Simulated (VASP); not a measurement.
Energy against volume of Na (bcc). Calculation: rev-vdW-DF2, VASP's PBE PAW potentials (set 64) (plane waves; VASP 6.6.1).

```
V (Å³/atom)  E (eV/atom)
-----------  -----------
34.021           0.63113
35.107           0.62823
36.193           0.62716
37.279           0.62769
38.364           0.62962
```

Question: Fit a third-order Birch-Murnaghan equation of state.

Answer: 
| Item | Result |
|---|---|
| volume per atom | 36.35 Å³/atom |
| bulk modulus | 77 kbar |
| pressure derivative of the bulk modulus | 3.37 |
| lattice constant a | 4.174 Å |

Measured: bulk modulus 7.9 GPa at 0 K (computed value off by -2.0 %), as given by Daniel Mejia-Rodriguez et al., Physical Review B (2018), arXiv:1807.09216 [0 K value with the zero-point phonon effect removed]; a 4.214 Å at 0 K (computed value off by -0.9 %), as given by Daniel Mejia-Rodriguez et al., Physical Review B (2018), arXiv:1807.09216 [static lattice: zero-point anharmonic expansion removed].

The compound is Na in the bcc structure. It was relaxed first, which changed the volume by -6 %.
